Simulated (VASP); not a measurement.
# A point defect in a supercell of KRb2ScF6

Aim: the formation energy and local structure of a point defect in KRb2ScF6. The start is a cell from a database of measured crystal structures.

Program: VASP 6.6.1. Level of theory: PBEsol; plane waves and PAW (Rb_pv, Sc_sv, K_pv, F), in the first sound run; inputs show where later runs differ. Results are calculated unless marked as measured.

### Step 1. The host crystal

The structure is tetragonal, space group I4/m (No. 87). The conventional cell has a = 6.366 Å, b = 6.366 Å, c = 9.016 Å, α = 90.00°, β = 90.00°, γ = 90.00°. Rb has 12 F at 3.05 to 3.35 Å nearest. Nearest to Sc lie 6 F at 1.99 Å. K has 6 F at 2.52 to 2.53 Å nearest. F has 1 Sc at 1.99 Å and 1 K at 2.53 Å and 4 Rb at 3.05 to 3.35 Å nearest. Nearest to F lie 1 Sc at 1.99 Å and 1 K at 2.52 Å and 4 Rb at 3.19 Å. Farther neighbours and most contacts between anions are not listed.

As a file:

```
Rb Sc K F
1.0
    -3.18300    3.18300    4.50800
     3.18300   -3.18300    4.50800
     3.18300    3.18300   -4.50800
Rb Sc K F
2 1 1 6
Direct
  0.75000 0.25000 0.50000
  0.25000 0.75000 0.50000
  0.00000 0.00000 0.00000
  0.50000 0.50000 0.00000
  0.80400 0.24300 0.04700
  0.75700 0.80400 0.56100
  0.19600 0.75700 0.95300
  0.24300 0.19600 0.43900
  0.77900 0.77900 0.00000
  0.22100 0.22100 0.00000
```

### Step 2. Relaxing the host crystal

First cell and atoms are relaxed at a raised cutoff, so that later runs start from this functional's own cell.

File INCAR:

```
SYSTEM = KRb2ScF6
PREC = Normal
ENCUT = 520
EDIFF = 1E-05
NELM = 120
ISMEAR = 0
SIGMA = 0.05
LREAL = Auto
ALGO = Fast
GGA = PS
NBANDS = 47
LASPH = .TRUE.
LORBIT = 11
LWAVE = .FALSE.
LCHARG = .FALSE.
IBRION = 2
NSW = 40
ISIF = 3
EDIFFG = -0.03
POTIM = 0.4
```

File POSCAR:

```
KRb2ScF6
1.0
   -3.1830000000      3.1830000000      4.5080000000
    3.1830000000     -3.1830000000      4.5080000000
    3.1830000000      3.1830000000     -4.5080000000
Rb Sc K F
2 1 1 6
Direct
    0.7500000000      0.2500000000      0.5000000000
    0.2500000000      0.7500000000      0.5000000000
    0.0000000000      0.0000000000      0.0000000000
    0.5000000000      0.5000000000      0.0000000000
    0.8040000000      0.2430000000      0.0470000000
    0.7570000000      0.8040000000      0.5610000000
    0.1960000000      0.7570000000      0.9530000000
    0.2430000000      0.1960000000      0.4390000000
    0.7790000000      0.7790000000      0.0000000000
    0.2210000000      0.2210000000      0.0000000000
```

File KPOINTS:

```
Automatic mesh
0
Gamma
3 3 3
0 0 0
```

The projector-augmented-wave data sets are Rb_pv, Sc_sv, K_pv and F (PBE family, release 64).

On the command line:

```
export OMP_NUM_THREADS=5
mpirun -np 1 vasp_std
```

The program printed:

```text
[banner, memory and clock lines left out]
running    1 mpi-ranks, on    1 nodes
 distrk:  each k-point on    1 cores,    1 groups
 distr:  one band on    1 cores,    1 groups
 Offloading initialized ...    1 GPUs detected
 POSCAR found type information on POSCAR RbScK F
 POSCAR found :  4 types and      10 ions
|                                                                             |
|               ----> ADVICE to this user running VASP <----                  |
|                                                                             |
|     You enforced a specific xc type in the INCAR file but a different       |
|     [... a line on the potential file left out ...]
|     I HOPE YOU KNOW WHAT YOU ARE DOING!                                     |
|                                                                             |

 LDA part: xc-table for (Slater+PW92), standard interpolation
 POSCAR, INCAR and KPOINTS ok, starting setup
 FFT: planning ... GRIDC
 FFT: planning ... GRID_SOFT
 FFT: planning ... GRID
 WAVECAR not read
 entering main loop
       N       E                     dE             d eps       ncg     rms          rms(c)
DAV:   1     0.909420518522E+03    0.90942E+03   -0.33613E+04   564   0.152E+03
DAV:   2     0.441479015897E+02   -0.86527E+03   -0.84654E+03   724   0.448E+02
DAV:   3    -0.575403367897E+02   -0.10169E+03   -0.10106E+03   730   0.164E+02
DAV:   4    -0.614059631024E+02   -0.38656E+01   -0.38563E+01   832   0.346E+01
DAV:   5    -0.614540437586E+02   -0.48081E-01   -0.48057E-01   709   0.324E+00    0.200E+01
RMM:   6    -0.543962198311E+02    0.70578E+01   -0.28333E+01   652   0.237E+01    0.906E+00
RMM:   7    -0.543645095248E+02    0.31710E-01   -0.31327E+00   707   0.724E+00    0.581E+00
RMM:   8    -0.543350516712E+02    0.29458E-01   -0.11839E+00   644   0.636E+00    0.184E+00
RMM:   9    -0.542611794365E+02    0.73872E-01   -0.20988E-01   686   0.275E+00    0.616E-01
RMM:  10    -0.542725285817E+02   -0.11349E-01   -0.17310E-01   635   0.182E+00    0.827E-01
RMM:  11    -0.542670170838E+02    0.55115E-02   -0.15607E-02   694   0.743E-01    0.334E-01
RMM:  12    -0.542659074616E+02    0.11096E-02   -0.20914E-02   654   0.654E-01    0.127E-01
RMM:  13    -0.542655856276E+02    0.32183E-03   -0.11570E-03   626   0.231E-01    0.354E-02
RMM:  14    -0.542656015423E+02   -0.15915E-04   -0.22448E-04   529   0.788E-02    0.126E-02
RMM:  15    -0.542656079019E+02   -0.63596E-05   -0.29939E-05   380   0.421E-02
   1 F= -.54265608E+02 E0= -.54265608E+02  d E =-.542656E+02
 curvature:   0.00 expect dE= 0.000E+00 dE for cont linesearch  0.000E+00
 trial: gam= 0.00000 g(F)=  0.350E-01 g(S)=  0.363E-01 ort = 0.000E+00 (trialstep = 0.100E+01)
 search vector abs. value=  0.714E-01
 bond charge predicted
       N       E                     dE             d eps       ncg     rms          rms(c)
DAV:   1    -0.545089888421E+02   -0.24339E+00   -0.15578E+01   672   0.231E+01    0.397E+00
RMM:   2    -0.543158008515E+02    0.19319E+00   -0.85089E-01   667   0.513E+00    0.168E+00
RMM:   3    -0.542986602545E+02    0.17141E-01   -0.15602E-01   666   0.229E+00    0.433E-01
RMM:   4    -0.542953954381E+02    0.32648E-02   -0.20149E-02   698   0.918E-01    0.176E-01
RMM:   5    -0.542950874372E+02    0.30800E-03   -0.28156E-03   704   0.320E-01    0.981E-02
RMM:   6    -0.542950262440E+02    0.61193E-04   -0.39678E-04   669   0.124E-01    0.338E-02
RMM:   7    -0.542950241416E+02    0.21024E-05   -0.13110E-04   527   0.802E-02    0.157E-02
RMM:   8    -0.542950199006E+02    0.42410E-05   -0.27886E-05   401   0.476E-02
   2 F= -.54295020E+02 E0= -.54295020E+02  d E =-.294120E-01
[... from here on, the cycles between the ionic steps are left out ...]
   3 F= -.54295683E+02 E0= -.54295683E+02  d E =-.300754E-01
   4 F= -.54295687E+02 E0= -.54295687E+02  d E =-.300796E-01
   5 F= -.54297032E+02 E0= -.54297032E+02  d E =-.134443E-02
   6 F= -.54301261E+02 E0= -.54301261E+02  d E =-.557317E-02
   7 F= -.54305656E+02 E0= -.54305656E+02  d E =-.996893E-02
   8 F= -.54314188E+02 E0= -.54314188E+02  d E =-.185001E-01
   9 F= -.54315551E+02 E0= -.54315551E+02  d E =-.136352E-02
  10 F= -.54320016E+02 E0= -.54320016E+02  d E =-.582874E-02
  11 F= -.54328887E+02 E0= -.54328887E+02  d E =-.146999E-01
  12 F= -.54340066E+02 E0= -.54340066E+02  d E =-.258783E-01
  13 F= -.54352127E+02 E0= -.54352127E+02  d E =-.379390E-01
  14 F= -.54355199E+02 E0= -.54355199E+02  d E =-.307236E-02
  15 F= -.54365459E+02 E0= -.54365459E+02  d E =-.133326E-01
  16 F= -.54371727E+02 E0= -.54371727E+02  d E =-.196005E-01
  17 F= -.54372534E+02 E0= -.54372534E+02  d E =-.204078E-01
  18 F= -.54370242E+02 E0= -.54370242E+02  d E =-.181158E-01
  19 F= -.54372381E+02 E0= -.54372381E+02  d E =-.202546E-01
  20 F= -.54372508E+02 E0= -.54372508E+02  d E =-.203816E-01
  21 F= -.54375746E+02 E0= -.54375746E+02  d E =-.323792E-02
  22 F= -.54378726E+02 E0= -.54378726E+02  d E =-.621758E-02
  23 F= -.54378801E+02 E0= -.54378801E+02  d E =-.629332E-02
  24 F= -.54378792E+02 E0= -.54378792E+02  d E =-.628403E-02
  25 F= -.54379412E+02 E0= -.54379412E+02  d E =-.619689E-03
  26 F= -.54380119E+02 E0= -.54380119E+02  d E =-.132696E-02
  27 F= -.54380150E+02 E0= -.54380150E+02  d E =-.135731E-02
 curvature:  -1.14 expect dE=-0.293E-03 dE for cont linesearch -0.200E-04
 ZBRENT: bisectioning
 opt :   1.8089  next Energy=   -54.380274 (dE=-0.148E-02)
 bond charge predicted
       N       E                     dE             d eps       ncg     rms          rms(c)
DAV:   1    -0.543801698779E+02   -0.19724E-04   -0.22181E-01   578   0.270E+00    0.186E-01
RMM:   2    -0.543801535934E+02    0.16284E-04   -0.49306E-03   714   0.416E-01    0.863E-02
RMM:   3    -0.543800218938E+02    0.13170E-03   -0.50780E-04   638   0.137E-01    0.310E-02
RMM:   4    -0.543800080678E+02    0.13826E-04   -0.56504E-05   465   0.612E-02    0.149E-02
RMM:   5    -0.543800077859E+02    0.28193E-06   -0.13709E-05   346   0.380E-02
  28 F= -.54380008E+02 E0= -.54380008E+02  d E =-.121559E-02
 curvature:  -7.12 expect dE=-0.635E-03 dE for cont linesearch -0.223E-03
 trial: gam=-0.06930 g(F)=  0.476E-04 g(S)=  0.415E-04 ort = 0.169E-03 (trialstep = 0.992E+00)
 search vector abs. value=  0.700E-04
 reached required accuracy - stopping structural energy minimisation
```

It took 8.5 min on 1 × NVIDIA H100 80GB HBM3, 81559 MiB with 1 MPI rank of AMD EPYC 7R13 (Zen 3), card shared with another run, shared host; peak memory 1.8 GiB.

Lines that name or quote the potential files are left out of all logs, and their timing lines are given in words.

OUTCAR, selected parts (step 2):

```text
ion  position               nearest neighbor table
   1  0.750  0.250  0.500-   7 3.05   6 3.05   8 3.05   5 3.05  10 3.19   9 3.19   9 3.19  10 3.19
                             5 3.35   7 3.35   8 3.35   6 3.35   3 3.90   4 3.90   4 3.90   4 3.90
   2  0.250  0.750  0.500-   5 3.05   8 3.05   6 3.05   7 3.05  10 3.19   9 3.19   9 3.19  10 3.19
                             7 3.35   5 3.35   8 3.35   6 3.35   4 3.90   3 3.90   4 3.90   3 3.90
   3  0.000  0.000  0.000-   5 1.99   7 1.99   6 1.99   8 1.99   9 1.99  10 1.99   1 3.90   2 3.90
                             1 3.90   2 3.90   1 3.90   2 3.90   1 3.90   2 3.90
   4  0.500  0.500  0.000-   9 2.52  10 2.52   5 2.53   7 2.53   6 2.53   8 2.53   2 3.90   1 3.90
                             2 3.90   1 3.90   2 3.90   1 3.90   2 3.90   1 3.90
   5  0.804  0.243  0.047-   3 1.99   4 2.53   2 3.05   1 3.05   1 3.35   2 3.35
   6  0.757  0.804  0.561-   3 1.99   4 2.53   1 3.05   2 3.05   1 3.35   2 3.35
   7  0.196  0.757  0.953-   3 1.99   4 2.53   1 3.05   2 3.05   2 3.35   1 3.35
   8  0.243  0.196  0.439-   3 1.99   4 2.53   2 3.05   1 3.05   2 3.35   1 3.35
   9  0.779  0.779  0.000-   3 1.99   4 2.52   1 3.19   2 3.19   1 3.19   2 3.19
  10  0.221  0.221  0.000-   3 1.99   4 2.52   1 3.19   2 3.19   1 3.19   2 3.19

  LATTYP: Found a body centered tetragonal cell.
 ALAT       =     6.3660000000
 C/A-ratio  =     1.4162739554

 Subroutine GETGRP returns: Found  8 space group operations
 (whereof  8 operations were pure point group operations)

The static configuration has the point symmetry C_4h.

 Found      6 irreducible k-points:

   k-points           NKPTS =      6   k-points in BZ     NKDIM =      6   number of bands    NBANDS=     47

   dimension x,y,z NGX =    36 NGY =   36 NGZ =   36
   dimension x,y,z NGXF=    72 NGYF=   72 NGZF=   72

   ENCUT  =  520.0 eV  38.22 Ry    6.18 a.u.  11.85 11.85 11.85*2*pi/ulx,y,z

   NELECT =      74.0000    total number of electrons

 k-points in reciprocal lattice and weights: Automatic mesh
   0.00000000  0.00000000  0.00000000       0.037
   0.33333333  0.00000000  0.00000000       0.296
   0.33333333  0.33333333  0.00000000       0.296
  -0.33333333  0.33333333  0.00000000       0.148
  -0.33333333  0.33333333  0.33333333       0.148
  -0.33333333 -0.33333333  0.33333333       0.074

 average (electrostatic) potential at core
       1 -14.4749       2 -14.4749       3 -51.2160       4 -13.5766       5 -79.7569
       6 -79.7569       7 -79.7569       8 -79.7569       9 -79.8290      10 -79.8290

 E-fermi :  -4.0325

 k-point     1 :       0.0000    0.0000    0.0000
  band No.  band energies     occupation
    ...
     33      -4.5351      2.00000
     34      -4.5351      2.00000
     35      -4.5126      2.00000
     36      -4.4302      2.00000
     37      -4.4302      2.00000
     38       2.1879      0.00000
     39       2.8581      0.00000
     40       2.8582      0.00000
     41       2.9262      0.00000
     42       4.5081      0.00000
    ...

 k-point     2 :       0.3333    0.0000    0.0000
  band No.  band energies     occupation
    ...
     33      -4.6662      2.00000
     34      -4.5973      2.00000
     35      -4.4860      2.00000
     36      -4.4663      2.00000
     37      -4.3659      2.00000
     38       2.9057      0.00000
     39       2.9158      0.00000
     40       2.9594      0.00000
     41       3.2070      0.00000
     42       4.8372      0.00000
    ...

 k-point     3 :       0.3333    0.3333    0.0000
  band No.  band energies     occupation
    ...
     33      -4.6978      2.00000
     34      -4.6809      2.00000
     35      -4.5234      2.00000
     36      -4.4526      2.00000
     37      -4.3711      2.00000
     38       2.9259      0.00000
     39       2.9442      0.00000
     40       2.9773      0.00000
     41       4.2224      0.00000
     42       4.5923      0.00000
    ...

  Total        0.0653847      0.0653847     -0.0470698      0.0000004      0.0000000      0.0000000
  in kB        0.5711978      0.5711978     -0.4111999      0.0000033      0.0000000      0.0000000
  external PRESSURE =       0.2437319 kB  Pullay stress =       0.0000000 kB

  energy-cutoff  :      520.00
  volume of cell :      183.40
      direct lattice vectors                 reciprocal lattice vectors
    -3.153352836  3.153353938  4.610997737     0.000000028  0.158561359  0.108436401
     3.153352836 -3.153353938  4.610997737     0.158561359 -0.000000028  0.108436401
     3.153353938  3.153352836 -4.610997737     0.158561387  0.158561332  0.000000000

 POSITION                                       TOTAL-FORCE (eV/Angst)
 -----------------------------------------------------------------------------------
      0.00000      3.15335      2.30550         0.000000      0.000000     -0.000000
      3.15335     -0.00000      2.30550         0.000000      0.000000      0.000000
      0.00000      0.00000     -0.00000        -0.000000      0.000000      0.000000
      0.00000      0.00000      4.61100         0.000000     -0.000000      0.000000
     -1.38385      2.18086      4.61100        -0.005146     -0.002108     -0.000000
      2.18086      1.38385      4.61100        -0.002108      0.005146     -0.000000
      4.53721      0.97249     -0.00000         0.005146      0.002108      0.000000
      0.97249      1.76950      0.00000         0.002108     -0.005146      0.000000
      0.00000      0.00000      7.19767         0.000000      0.000000     -0.023548
      0.00000      0.00000      2.02432         0.000000      0.000000      0.023548
 -----------------------------------------------------------------------------------
    total drift:                               -0.000000     -0.000000      0.000000

  FREE ENERGIE OF THE ION-ELECTRON SYSTEM (eV)
  ---------------------------------------------------
  free  energy   TOTEN  =       -54.3800077859 eV

  energy  without entropy=      -54.3800077859  energy(sigma->0) =      -54.38000779

 reached required accuracy - stopping structural energy minimisation

 total charge
# of ion       s       p       d       tot
------------------------------------------
    1        0.041   5.997   0.060   6.098
    2        0.041   5.997   0.060   6.098
    3        2.210   6.280   1.023   9.513
    4        0.079   6.152   0.101   6.333
    5        1.733   4.358   0.000   6.091
    6        1.733   4.358   0.000   6.091
    7        1.733   4.358   0.000   6.091
    8        1.733   4.358   0.000   6.091
    9        1.733   4.353   0.000   6.086
   10        1.733   4.353   0.000   6.086
--------------------------------------------------
tot         12.770  50.564   1.243  64.577

[... 3 further parts left out ...]
```

The gap is read on the k-mesh alone, so it is an upper bound where the band edges lie off the mesh. The PAW data sets were made with PBE, which is usual practice but a small mismatch for other functionals. The run keeps the 8 symmetry operations of its start, so it cannot find a distortion of lower symmetry.

The steps of the relaxation (22 of 28):

| step | energy less that of the first step (eV) | largest force (eV/Å) | pressure (GPa) | volume (Å³) |
| --- | --- | --- | --- | --- |
| 1 | 0.0000 | 0.4350 | 1.55 | 182.69 |
| 2 | -0.0294 | 0.0961 | -0.22 | 186.46 |
| 4 | -0.0301 | 0.0916 | -0.06 | 185.92 |
| 5 | -0.0314 | 0.0943 | -0.02 | 185.85 |
| 6 | -0.0357 | 0.0983 | -0.01 | 185.65 |
| 7 | -0.0400 | 0.1164 | 0.07 | 185.24 |
| 9 | -0.0499 | 0.1960 | 0.14 | 184.44 |
| 10 | -0.0544 | 0.1770 | 0.04 | 184.48 |
| 11 | -0.0633 | 0.1729 | 0.01 | 184.56 |
| 13 | -0.0865 | 0.2266 | -0.57 | 184.99 |
| 14 | -0.0896 | 0.2183 | -0.47 | 184.78 |
| 15 | -0.0999 | 0.1961 | -0.31 | 184.17 |
| 16 | -0.1061 | 0.1532 | -0.03 | 182.95 |
| 18 | -0.1046 | 0.1172 | 0.28 | 182.11 |
| 19 | -0.1068 | 0.1181 | 0.10 | 182.57 |
| 20 | -0.1069 | 0.1211 | 0.15 | 182.62 |
| 22 | -0.1131 | 0.0762 | -0.04 | 183.34 |
| 23 | -0.1132 | 0.0707 | 0.03 | 183.27 |
| 24 | -0.1132 | 0.0665 | 0.03 | 183.23 |
| 25 | -0.1138 | 0.0570 | 0.03 | 183.30 |
| 27 | -0.1145 | 0.0358 | 0.04 | 183.50 |
| 28 | -0.1144 | 0.0235 | 0.02 | 183.40 |

```csv
"conventional cell, symmetrised",before,after,change
a (Å),6.366,6.307,-0.9 %
b (Å),6.366,6.307,-0.9 %
c (Å),9.016,9.222,+2.3 %
volume (Å³/atom),18.27,18.34,+0.4 %
```

The atoms that moved most (Å, as changes of fractional coordinates times the final cell):

| atom | dx | dy | dz | length |
| --- | --- | --- | --- | --- |
| F5 | 0.237 | 0.264 | 0.000 | 0.354 |
| F7 | -0.237 | -0.264 | 0.000 | 0.354 |
| F8 | -0.264 | 0.237 | 0.000 | 0.354 |
| F6 | 0.264 | -0.237 | 0.000 | 0.354 |
| F10 | 0.000 | 0.000 | -0.014 | 0.014 |
| F9 | 0.000 | 0.000 | 0.014 | 0.014 |

The relaxed structure:

```
Rb Sc K F
1.0
    -3.15335    3.15335    4.61100
     3.15335   -3.15335    4.61100
     3.15335    3.15335   -4.61100
Rb Sc K F
2 1 1 6
Direct
  0.75000 0.25000 0.50000
  0.25000 0.75000 0.50000
  0.00000 0.00000 0.00000
  0.50000 0.50000 0.00000
  0.84580 0.28057 0.12637
  0.71943 0.84580 0.56523
  0.15420 0.71943 0.87363
  0.28057 0.15420 0.43477
  0.78049 0.78049 0.00000
  0.21951 0.21951 0.00000
```

A gap read on the k-mesh alone can miss the band edges.

This step gave:

* electronic cycles: 172
* electrons: 74
* free energy (TOTEN): -54.3800 eV
* Fermi energy: -4.032 eV
* labelled metallic, from the levels on this mesh: no
* gap on the k-mesh: 6.540 eV
* least direct gap on the k-mesh: 6.618 eV

The run ended after 28 ionic steps, 0.114 eV below its first step, once forces and stress met EDIFFG = -0.03.

(Continued in part 2 of 5.)

[Lines on the potential files, build, host, timing and source positions are cut from VASP's logs without a mark.]

[Logs are printed without paths, hosts, clocks, repeated set-up lines and the standing remarks that a program may print on its own settings, such as how far it seeks lower states.]

[Hosts, paths, dates, database ids (printed as entryN), source tags and the programs' standing remarks are cut or masked in the printed files.]

[In band tables of VASP the shares of atoms and orbitals are scaled to a sum of 1 inside the atoms' spheres.]

[Runs that stopped without an error message from VASP are left out.]
